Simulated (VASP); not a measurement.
Data:

```yaml
crystal:
  lattice:
    - [0.00000, 3.29748, 3.29748]
    - [3.29748, 0.00000, 3.29748]
    - [3.29748, 3.29748, 0.00000]
  atoms:
    - { symbol: In, position: [0.00000, 0.00000, 0.00000] }
    - { symbol: Sb, position: [0.25000, 0.25000, 0.25000] }
```

These are TPSS meta-GGA, VASP's PBE PAW potentials (set 64) (plane waves; VASP) values and carry that method's errors. Settings: 520 eV cut-off, 11×11×11 Γ-centred mesh, tetrahedra with Blöchl corrections, potentials In_d Sb.

Unless said otherwise, spin-orbit coupling is left out, though it shifts the bands of the heavy elements here.

**Question.** Tabulate the total density of states (states/eV per cell) against energy (eV; zero at the valence-band maximum or, without a gap, the Fermi level).

**Answer.** 
(E (eV), DOS (states/eV)): (-9.89, 0.60); (-9.65, 0.82); (-9.42, 1.15); (-9.18, 1.91); (-8.94, 1.93); (-8.82, 2.10); (-8.58, 0.00); (-8.35, 0.00); (-8.11, 0.00); (-7.87, 0.00); (-7.63, 0.00); (-7.39, 0.00); (-7.15, 0.00); (-6.92, 0.00); (-6.68, 0.00); (-6.56, 0.00); (-6.32, 0.00); (-6.08, 0.00); (-5.84, 0.00); (-5.61, 1.54); (-5.37, 2.72); (-5.13, 1.17); (-4.89, 0.78); (-4.65, 0.57); (-4.42, 0.44); (-4.30, 0.40); (-4.06, 0.32); (-3.82, 0.25); (-3.58, 0.22); (-3.34, 0.18); (-3.11, 0.13); (-2.87, 1.43); (-2.63, 1.68); (-2.39, 1.42); (-2.15, 1.98); (-2.04, 2.11); (-1.80, 2.01); (-1.56, 1.93); (-1.32, 1.80); (-1.08, 1.74); (-0.84, 1.11); (-0.61, 0.67); (-0.37, 0.39); (-0.13, 0.16); (0.11, 0.00); (0.23, 0.00); (0.47, 0.01); (0.70, 0.07); (0.94, 0.26); (1.18, 0.49); (1.42, 0.83); (1.66, 1.43); (1.89, 2.85); (2.13, 1.67); (2.37, 0.89); (2.49, 0.98); (2.73, 0.95); (2.97, 1.06); (3.20, 1.07); (3.44, 1.19)
Within 2 eV below the Fermi level the largest weight inside VASP's projection spheres is Sb p, then In p.

The compound is InSb in the zinc blende structure. It was relaxed first, which changed the volume by +5 %.
